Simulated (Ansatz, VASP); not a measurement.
**RuAu: VASP beside Ansatz**

INCAR

```
PREC = Accurate
ENCUT = 520
EDIFF = 1E-6
ISMEAR = -1
SIGMA = 0.05
LREAL = F
LASPH = T
NELM = 60
ALGO = Normal
ISIF = 2
LWAVE = F
LCHARG = T
GGA = PE
LELF = T
LVHAR = T
NBANDS = 20
```

File KPOINTS:

```
Automatic mesh
0
Gamma
  8 8 8
```

Contents of POSCAR:

```
RuAu
1.0
    3.1648100000      0.0000000000      0.0000000000
    0.0000000000      3.1648100000      0.0000000000
    0.0000000000      0.0000000000      3.1648100000
Ru Au
1 1
Direct
    0.0000000000      0.0000000000      0.0000000000
    0.5000000000      0.5000000000      0.5000000000
```

Contents of input.yaml:

```yaml
crystal:
  lattice:
    - [3.16481, 0.0, 0.0]
    - [0.0, 3.16481, 0.0]
    - [0.0, 0.0, 3.16481]
  atoms:
    - { symbol: Ru, position: [0.0, 0.0, 0.0] }
    - { symbol: Au, position: [0.5, 0.5, 0.5] }
hamiltonian:
  xc: pbe
  pseudopotentials: { kind: paw }
kpoints:
  mp_grid: { grid: [8, 8, 8] }
scf:
  occupations: { method: fermi_dirac, width: 0.05 }
output:
  forces: true
  stress: true
  eigenvalues: true
```

The cell was built by a generator and needn't be a form met in nature.

Alike in both runs: task single point; functional PBE; k mesh 8 × 8 × 8; occupations fermi-dirac, width 0.05 eV; no spin polarisation.

|  | VASP | Ansatz |
| --- | --- | --- |
| version | VASP 6.6.1 | Ansatz 0.2.0 |
| potentials or method | VASP PAW PBE potentials, release 64 (Ru_pv, Au) | Ansatz PAW |
| plane-wave cutoff (eV) | 520 | 420 |
| valence electrons in the cell | 25 | 35 |

```csv
,VASP,Ansatz,Ansatz less VASP
gap on the k mesh at the Fermi level (eV),none,none,-
pressure (GPa),0.1,0.4,+0.30
```

A gap of «none» marks a metal or a gap that the smearing closes. The two sets of potentials don't hold the same shells in valence.

The runs have no spin-orbit coupling, so splittings on Au are missing.
